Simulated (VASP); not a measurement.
Given:

```
CELL_PARAMETERS angstrom
      0.00000     2.58037     2.58037
      2.58037     0.00000     2.58037
      2.58037     2.58037     0.00000
ATOMIC_POSITIONS crystal
  Ce 0.00000 0.00000 0.00000
  O  0.25000 0.25000 0.25000
  O  0.75000 0.75000 0.75000
```

Method: LDA (Ceperley-Alder, Perdew-Zunger), VASP's LDA PAW potentials (set 64) (plane waves; VASP). Settings: 620 eV cut-off, 7×7×7 Γ-centred mesh, Gaussian smearing of 0.050 eV, potentials Ce O.

Energy and stress use the plane-wave basis of the starting cell.

**Question.** The ions, cell shape and volume at an external pressure of 45.0 GPa are relaxed. Which structure does the run end with?

**Answer.** 
```
CELL_PARAMETERS angstrom
      0.00000     2.54451     2.54451
      2.54451     0.00000     2.54451
      2.54451     2.54451     0.00000
ATOMIC_POSITIONS crystal
  Ce 0.00000 0.00000 0.00000
  O  0.25000 0.25000 0.25000
  O  0.75000 0.75000 0.75000
```
Space group Fm-3m (225), at a tolerance of 0.03 Å.

**Question.** How do energy and volume change from the first to the last step?

**Answer.** The energy (σ→0) changes by +109.5 meV/atom and the volume by -4.1 %, in 4 ionic steps.

```json
[
 {"step": "1", "E(σ→0) (eV)": "-28.4973", "max force (eV/Å)": "0.000", "pressure (GPa)": "30.07", "volume (Å³)": "34.36"},
 {"step": "2", "E(σ→0) (eV)": "-26.5786", "max force (eV/Å)": "0.000", "pressure (GPa)": "100.45", "volume (Å³)": "29.32"},
 {"step": "3", "E(σ→0) (eV)": "-28.1856", "max force (eV/Å)": "0.000", "pressure (GPa)": "44.22", "volume (Å³)": "33.01"},
 {"step": "4", "E(σ→0) (eV)": "-28.1690", "max force (eV/Å)": "0.000", "pressure (GPa)": "44.93", "volume (Å³)": "32.95"}
]
```

The compound is CeO2 in the fluorite structure. This run relaxes it under an external pressure of 45 GPa. Symmetry was kept, so distortions that lower it aren't found. The run is not spin-polarised, so no magnetic state was tried.
